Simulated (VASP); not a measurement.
Given:

```yaml
crystal:
  lattice:
    - [0.00000, 2.63766, 2.63766]
    - [2.63766, 0.00000, 2.63766]
    - [2.63766, 2.63766, 0.00000]
  atoms:
    - { symbol: Co, position: [0.00000, 0.00000, 0.00000] }
    - { symbol: Si, position: [0.25000, 0.25000, 0.25000] }
    - { symbol: Si, position: [0.75000, 0.75000, 0.75000] }
```

These are LDA (Ceperley-Alder, Perdew-Zunger), VASP's LDA PAW potentials (set 64) (plane waves; VASP) values and carry that method's errors. Settings: 500 eV cut-off, 10×10×10 Γ-centred mesh, first-order Methfessel-Paxton smearing of 0.10 eV, potentials Co Si.

Problem. Estimate the energy per atom (σ→0), band gap (on the k-mesh) with the smallest direct gap where there is one.

Solution. 
```json
{
 "band gap (on the k-mesh)": "none (metal, semimetal or under 0.01 eV)",
 "energy per atom (σ→0)": "-7.310 eV/atom"
}
```

Total energies compare only between runs with the same potentials, cut-off and functional.

The compound is CoSi2 in the fluorite structure. It was relaxed first. The run is not spin-polarised, so no magnetic state was tried. The electron count is odd and the run is not spin-polarised, which forces a metal.
